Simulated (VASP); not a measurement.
# CeC (Fm-3m) in VASP: further runs, part 2 of 2

VASP 6.6.1.

## 3. Electric field gradients, PBE, collinear spin, typed start (volume scaled by 1.05)

Input file INCAR:

```
SYSTEM = CeC
ALGO     = Fast           ! electronic algorithm
EDIFF    = 1E-8           ! SCF threshold, eV
ENCUT    = 520            ! plane-wave cutoff, eV
GGA      = PE             ! functional
ISIF     = 2              ! what is computed and relaxed
ISMEAR   = -1             ! smearing method
ISPIN    = 2              ! spin polarisation
LASPH    = .True.         ! aspherical terms in the spheres
LCHARG   = .False.        ! write CHGCAR
LEFG     = .True.       
LMAXMIX  = 6              ! l up to which the mixer works
LORBIT   = 11             ! projections on sites
LREAL    = .False.        ! projectors in reciprocal space
LWAVE    = .False.        ! write WAVECAR
MAGMOM   = 1 0            ! initial moments
NBANDS   = 19             ! bands
NELM     = 150            ! most SCF steps
PREC     = Accurate       ! precision mode
SIGMA    = 0.08           ! smearing width, eV
```

Input file KPOINTS:

```
k-points
0
Gamma
  12 12 12
  0 0 0
```

Input file POSCAR:

```
CeC
1.0
    0.0000000000      2.6385847860      2.6385847860
    2.6385847860      0.0000000000      2.6385847860
    2.6385847860      2.6385847860      0.0000000000
Ce C
1 1
Direct
    0.0000000000      0.0000000000      0.0000000000
    0.5000000000      0.5000000000      0.5000000000
```

Potentials or basis: VASP PAW PBE potentials, release 64 (Ce, C).

The run is started by

```bash
cat potpaw_PBE.64/Ce/POTCAR potpaw_PBE.64/C/POTCAR > POTCAR
mpirun -np 1 vasp_std > vasp.out
```

OUTCAR:

```text
SYSTEM = CeC
   EDIFF = 1E-8
   ENCUT = 520
   GGA = PE
   ISIF = 2
   ISMEAR = -1
   ISPIN = 2
   LASPH = .True.
   LORBIT = 11
   LREAL = .False.
   NELM = 150
   PREC = Accurate

 ion  position               nearest neighbor table
   1  0.000  0.000  0.000-
   2  0.500  0.500  0.500-

  LATTYP: Found a face centered cubic cell.
 ALAT       =     5.2771695720

  Lattice vectors:

 A1 = (   0.0000000000,   2.6385847860,   2.6385847860)
[... 1303 lines left out ...]
---------------------------------------------------------------------

 Electric field gradients after diagonalization (V/A^2)
 (convention: |V_zz| > |V_xx| > |V_yy|)
----------------------------------------------------------------------
 ion       V_xx      V_yy      V_zz     asymmetry (V_yy - V_xx)/ V_zz
----------------------------------------------------------------------
   1      -0.000    -0.000     0.000       0.000
   2      -0.000    -0.000     0.001       0.000
----------------------------------------------------------------------

           NMR quadrupolar parameters

 Cq : quadrupolar parameter    Cq=e*Q*V_zz/h
 eta: asymmetry parameters     (V_yy - V_xx)/ V_zz
 Q  : nuclear electric quadrupole moment in mb (millibarn)
----------------------------------------------------------------------
 ion       Cq(MHz)       eta       Q (mb)
----------------------------------------------------------------------
   1       0.000       0.000       1.000
   2       0.000       0.000       1.000
----------------------------------------------------------------------

 total charge

# of ion       s       p       d       f       tot
--------------------------------------------------
    1        2.037   5.742   0.947   0.867   9.594
    2        0.907   1.342   0.000   0.000   2.250
--------------------------------------------------
tot          2.944   7.085   0.947   0.867  11.844

 magnetization (x)

# of ion       s       p       d       f       tot
--------------------------------------------------
    1       -0.000   0.000   0.000  -0.000  -0.000
    2        0.000   0.000   0.000   0.000   0.000
--------------------------------------------------
tot          0.000   0.000   0.000  -0.000  -0.000
```

Run time: 4.4 min. Hardware: 1 thread of Intel Xeon 6975P-C (Granite Rapids), shared host; peak memory 0.25 GiB.

Results:

```yaml
Free_energy: -15.2538 eV
Pressure: -5.1 GPa
Band_gap_on_the_k_mesh: none (metal or under the smearing width)
Net_moment: 0.00 μB per cell
Valence_electrons_inside_the_program's_atomic_spheres: Ce 9.59; C 2.25
```

Levels at points of the mesh, in eV from the Fermi level:
Spin up:
```tsv
k point	band 4	band 5	band 6	band 7	band 8	band 9	band 10	band 11	band 12	band 13
(0.00, 0.00, 0.00)	-16.07	-8.98	-0.53	-0.53	-0.53	0.28	0.88	0.88	0.88	2.31
(0.50, 0.00, 0.00)	-16.19	-6.79	-3.08	-1.65	-1.65	0.49	0.54	0.54	0.81	0.81
(0.50, 0.50, 0.00)	-16.53	-8.85	-0.40	-0.24	-0.24	0.43	0.58	0.68	0.72	0.72
```
Spin down:
```csv
k point,band 4,band 5,band 6,band 7,band 8,band 9,band 10,band 11,band 12,band 13
"(0.00, 0.00, 0.00)",-16.07,-8.98,-0.53,-0.53,-0.53,0.28,0.88,0.88,0.88,2.31
"(0.50, 0.00, 0.00)",-16.19,-6.79,-3.08,-1.65,-1.65,0.49,0.54,0.54,0.81,0.81
"(0.50, 0.50, 0.00)",-16.53,-8.85,-0.40,-0.24,-0.24,0.43,0.58,0.68,0.72,0.72
```

Electric field gradients, principal values (V/Å²):
```
atom    Vxx    Vyy    Vzz
1 Ce  0.000  0.000  0.000
 2 C  0.000  0.000  0.001
```

Caveat: the magnetic or orbital state may not be the lowest; spin-orbit coupling is left out, which moves the levels of the heavy elements; without U or exact exchange the open f shell lies at the Fermi level, which spoils levels, moments and volumes. The state reached can hang on the start; a lower one may exist.

## 4. Electric field gradients, PBE, collinear spin, typed start (volume scaled by 0.95)

Input file INCAR:

```
SYSTEM = CeC
  ALGO = Fast
  EDIFF = 1E-8
  ENCUT = 520
  GGA = PE
  ISIF = 2
  ISMEAR = -1
  ISPIN = 2
  LASPH = .TRUE.
  LCHARG = .FALSE.
  LEFG = .TRUE.
  LMAXMIX = 6
  LORBIT = 11
  LREAL = .FALSE.
  LWAVE = .FALSE.
  MAGMOM = 1 0
  NBANDS = 19
  NELM = 150
  PREC = Accurate
  SIGMA = 0.08
```

Input file KPOINTS:

```
k-points
0
G
  12 12 12
  0 0 0
```

Input file POSCAR:

```
CeC
1.0
    0.0000000000      2.5520106908      2.5520106908
    2.5520106908      0.0000000000      2.5520106908
    2.5520106908      2.5520106908      0.0000000000
Ce C
1 1
Direct
    0.0000000000      0.0000000000      0.0000000000
    0.5000000000      0.5000000000      0.5000000000
```

Potentials or basis: VASP PAW PBE potentials, release 64 (Ce, C).

The run is started by

```bash
cat potpaw_PBE.64/Ce/POTCAR potpaw_PBE.64/C/POTCAR > POTCAR
mpirun -np 1 vasp_std > vasp.out
```

OUTCAR:

```text
SYSTEM = CeC
   EDIFF = 1E-8
   ENCUT = 520
   GGA = PE
   ISIF = 2
   ISMEAR = -1
   ISPIN = 2
   LASPH = .TRUE.
   LORBIT = 11
   LREAL = .FALSE.
   NELM = 150
   PREC = Accurate

 ion  position               nearest neighbor table
   1  0.000  0.000  0.000-   2 2.55   2 2.55   2 2.55   2 2.55   2 2.55   2 2.55
   2  0.500  0.500  0.500-   1 2.55   1 2.55   1 2.55   1 2.55   1 2.55   1 2.55

  LATTYP: Found a face centered cubic cell.
 ALAT       =     5.1040213816

  Lattice vectors:

 A1 = (   0.0000000000,   2.5520106908,   2.5520106908)
 A2 = (   2.5520106908,   0.0000000000,   2.5520106908)
[... 1305 lines left out ...]
 (convention: |V_zz| > |V_xx| > |V_yy|)
----------------------------------------------------------------------
 ion       V_xx      V_yy      V_zz     asymmetry (V_yy - V_xx)/ V_zz
----------------------------------------------------------------------
   1      -0.000    -0.000     0.000       0.000
   2      -0.000    -0.000     0.000       0.000
----------------------------------------------------------------------

           NMR quadrupolar parameters

 Cq : quadrupolar parameter    Cq=e*Q*V_zz/h
 eta: asymmetry parameters     (V_yy - V_xx)/ V_zz
 Q  : nuclear electric quadrupole moment in mb (millibarn)
----------------------------------------------------------------------
 ion       Cq(MHz)       eta       Q (mb)
----------------------------------------------------------------------
   1       0.000       0.000       1.000
   2       0.000       0.000       1.000
----------------------------------------------------------------------

 total charge

# of ion       s       p       d       f       tot
--------------------------------------------------
    1        2.047   5.736   1.087   0.868   9.739
    2        0.918   1.383   0.000   0.000   2.301
--------------------------------------------------
tot          2.965   7.119   1.087   0.868  12.040

 magnetization (x)

# of ion       s       p       d       f       tot
--------------------------------------------------
    1       -0.000   0.000  -0.000  -0.000  -0.000
    2        0.000   0.000   0.000   0.000   0.000
--------------------------------------------------
tot         -0.000   0.000  -0.000  -0.000  -0.000
```

Run time: 4.4 min. Hardware: 1 thread of Intel Xeon 6975P-C (Granite Rapids), shared host; peak memory 0.25 GiB.

What came out:

| Quantity | Value |
| --- | --- |
| Free energy | -15.2451 eV |
| Pressure | 6.5 GPa |
| Band gap on the k mesh | none (metal or under the smearing width) |
| Net moment | 0.00 μB per cell |
| Valence electrons inside the program's atomic spheres | Ce 9.74; C 2.30 |

Electric field gradients, principal values (V/Å²):
```
atom    Vxx    Vyy    Vzz
1 Ce  0.000  0.000  0.000
 2 C  0.000  0.000  0.000
```

Caveat: the magnetic or orbital state may not be the lowest; spin-orbit coupling is left out, which moves the levels of the heavy elements; without U or exact exchange the open f shell lies at the Fermi level, which spoils levels, moments and volumes. The state reached can hang on the start; a lower one may exist.

## 5. Overview

```csv
cell,gap on the mesh (eV),pressure (GPa),moment (μB)
as given,none,0.0,0.00
"volume scaled by 1.05, PAW files",none,-5.1,0.00
"volume scaled by 0.95, PAW files",none,6.5,0.00
```

Alike in all rows: task electric field gradients; level PBE; potentials or basis VASP PAW PBE potentials, release 64 (Ce, C); spin collinear, typed start; k mesh 12 × 12 × 12; cutoff (eV) 520; smearing fermi-dirac 0.08 eV.

Caveats: the magnetic or orbital state may not be the lowest; spin-orbit coupling is left out, which moves the levels of the heavy elements; without U or exact exchange the open f shell lies at the Fermi level, which spoils levels, moments and volumes.

Total energies depend on the potentials used, so only differences within one code and one set of settings carry meaning.
